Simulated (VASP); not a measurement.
Data:

```xyz
2
Lattice="0.0000 3.1078 3.1078 3.1078 0.0000 3.1078 3.1078 3.1078 0.0000" Properties=species:S:1:pos:R:3 pbc="T T T"
Pb     0.0000     0.0000     0.0000
Se     3.1078     3.1078     3.1078
```

All values below come from PBE GGA, VASP's PBE PAW potentials (set 64) (plane waves; VASP 6.6.1). Settings: 520 eV cut-off, Gaussian smearing of 0.050 eV, potentials Pb_d Se.

Unless said otherwise, spin-orbit coupling is left out, though it shifts the bands of the heavy elements here.

Problem. Give the energies of bands 7 to 13 at the high-symmetry points, in eV from the valence-band maximum.

Solution. 
| band | Γ | X | U | L | W |
|---|---|---|---|---|---|
| 7 | -6.34 | -7.28 | -7.84 | -8.52 | -7.82 |
| 8 | -1.64 | -4.57 | -4.19 | -1.26 | -3.86 |
| 9 | -1.64 | -2.92 | -2.44 | -1.26 | -3.86 |
| 10 | -1.64 | -2.92 | -2.18 | 0.00 | -0.67 |
| 11 | 4.64 | 3.92 | 3.40 | 0.43 | 1.96 |
| 12 | 4.64 | 5.47 | 3.98 | 1.82 | 4.95 |
| 13 | 4.64 | 5.47 | 5.35 | 1.82 | 4.95 |

The gap is direct, 0.44 eV, from the valence maximum at L to the conduction minimum at L.

The compound is PbSe in the rock salt structure. It was relaxed first.
